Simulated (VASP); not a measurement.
```
CELL_PARAMETERS angstrom
      0.00000     2.94966     2.94966
      2.94966     0.00000     2.94966
      2.94966     2.94966     0.00000
ATOMIC_POSITIONS crystal
  Al 0.25000 0.25000 0.25000
  Al 0.75000 0.75000 0.75000
  Pt 0.00000 0.00000 0.00000
```

Computed with r2SCAN meta-GGA, VASP's PBE PAW potentials (set 64) (plane waves; VASP). Settings: 480 eV cut-off, 8×8×8 Γ-centred mesh, first-order Methfessel-Paxton smearing of 0.10 eV, potentials Al Pt.

Task: The ions, cell shape and volume at an external pressure of 2.0 GPa are relaxed. Predict the relaxed structure.

Result: 
```
CELL_PARAMETERS angstrom
      0.00000     2.93669     2.93669
      2.93669     0.00000     2.93669
      2.93669     2.93669     0.00000
ATOMIC_POSITIONS crystal
  Al 0.25000 0.25000 0.25000
  Al 0.75000 0.75000 0.75000
  Pt 0.00000 0.00000 0.00000
```
Space group Fm-3m (225), at a tolerance of 0.03 Å.

Task: How do energy and volume change from the first to the last step?

Result: The energy (σ→0) changes by +1.4 meV/atom and the volume by -1.3 %, in 3 ionic steps.

The compound is PtAl2 in the fluorite structure. This run relaxes it under an external pressure of 2 GPa. Symmetry was kept, so distortions that lower it aren't found.
